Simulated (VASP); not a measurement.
Method: vdW-DF2, VASP's PBE PAW potentials (set 64) (plane waves; VASP 6.6.1).

The input files of a VASP run:

POSCAR:
```
Tm
1
    1.8360027539    -3.1800501282     0.0000000000
    1.8360027539     3.1800501282     0.0000000000
    0.0000000000     0.0000000000     5.6989080984
Tm
2
Direct
  0.3333330000   0.6666670000   0.2500000000
  0.6666670000   0.3333330000   0.7500000000
```

INCAR:
```
SYSTEM = Tm
PREC = Accurate
ENCUT = 520
EDIFF = 1E-7
NELM = 100
ALGO = Normal
LREAL = .FALSE.
LASPH = .TRUE.
ISMEAR = 1
SIGMA = 0.1
GGA = ML
ZAB_VDW = -1.8867
LUSE_VDW = .TRUE.
AGGAC = 0.0
LMAXMIX = 6
LWAVE = .FALSE.
LCHARG = .FALSE.
ISIF = 4
IBRION = 2
NSW = 30
EDIFFG = -0.01
```

### KPOINTS
```
Automatic
0
Gamma
 12 12 7
0 0 0
```

POTCAR, in this order: Tm_3 (PBE.64 set). Program: vasp_std.

The 4f electrons are frozen in the core of the lanthanide potential, so 4f levels, which can set the real gap, and their magnetism are missing.

### Question
Estimate the energy per atom (σ→0), pressure, band gap (on the k-mesh).

### Answer

- energy per atom (σ→0): -1.323 eV/atom
- band gap (on the k-mesh): none (metal, semimetal or under 0.01 eV)
- pressure: -2.22 GPa

OSZICAR:
```
...
DAV:   7    -0.264548188087E+01   -0.14792E-01   -0.10070E-01  3001   0.355E+00    0.540E-01
DAV:   8    -0.264592774002E+01   -0.44586E-03   -0.81860E-03  2740   0.919E-01    0.506E-01
DAV:   9    -0.264599858137E+01   -0.70841E-04   -0.39595E-04  3079   0.244E-01    0.262E-02
DAV:  10    -0.264601392439E+01   -0.15343E-04   -0.75575E-05  3120   0.915E-02    0.664E-02
DAV:  11    -0.264601823214E+01   -0.43077E-05   -0.88914E-06  2637   0.275E-02    0.294E-03
DAV:  12    -0.264601889477E+01   -0.66263E-06   -0.35143E-07  2315   0.611E-03    0.819E-04
DAV:  13    -0.264601893270E+01   -0.37926E-07   -0.34819E-08  1493   0.244E-03
   1 F= -.26460189E+01 E0= -.26455550E+01  d E =-.264602E+01
```

The compound is Tm in the hcp structure. This cell is one point of a volume scan, at 1.06 of the reference volume.
